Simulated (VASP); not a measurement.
Here is a VASP 6.6.1 calculation.

File INCAR:

```
SYSTEM = LuAs
PREC     = Accurate       ! precision mode
ENCUT    = 520            ! plane-wave cutoff, eV
EDIFF    = 1E-6           ! SCF threshold, eV
ISMEAR   = 1              ! smearing method
SIGMA    = 0.1            ! smearing width, eV
LREAL    = .False.        ! projectors in reciprocal space
LASPH    = .True.         ! aspherical terms in the spheres
NELM     = 80             ! most SCF steps
ALGO     = Normal         ! electronic algorithm
ISIF     = 2              ! what is computed and relaxed
LWAVE    = .False.        ! write WAVECAR
LCHARG   = .False.        ! write CHGCAR
LNONCOLLINEAR= .True.         ! non-collinear magnetism
MAGMOM   = 0 0 0 0 0 0    ! initial moments
LORBIT   = 11             ! projections on sites
LSORBIT  = .True.         ! spin-orbit coupling
GGA_COMPAT= .False.      
GGA      = PS             ! functional
KPAR     = 4
```

Contents of KPOINTS:

```
Automatic mesh
0
Gamma
  12 12 12
  0 0 0
```

File POSCAR:

```
LuAs                                    
1.0
   -0.0000000000      2.8094284856      2.8094284856
    2.8094284856     -0.0000000000      2.8094284856
    2.8094284856      2.8094284856     -0.0000000000
  Lu              As            
     1     1
Direct
     0.5000000000000000    0.5000000000000000    0.5000000000000000
     1.0000000000000000    0.0000000000000000    0.0000000000000000
```

The input KPOINTS_OPT:

```
explicit points
252
Reciprocal
 0.0000000000  0.0000000000  0.0000000000 1
 0.0357142857  0.0000000000  0.0357142857 1
 0.0714285714  0.0000000000  0.0714285714 1
 0.1071428571  0.0000000000  0.1071428571 1
 0.1428571429  0.0000000000  0.1428571429 1
 0.1785714286  0.0000000000  0.1785714286 1
[... 244 lines left out ...]
 0.4888207000  0.0111793000  0.5000000000 1
 0.5111793000 -0.0111793000  0.5000000000 1
```

Potentials or basis: VASP PAW PBE potentials, release 64 (Lu, As).

Launch:

```console
$ cat potpaw_PBE.64/Lu/POTCAR potpaw_PBE.64/As/POTCAR > POTCAR
$ mpirun -np 4 vasp_ncl > vasp.out
```

Problem. Predict the pressure.

Solution. 0.0 GPa.

Caveat: the PAW data sets were made with another functional, which shifts forces and pressure a little.
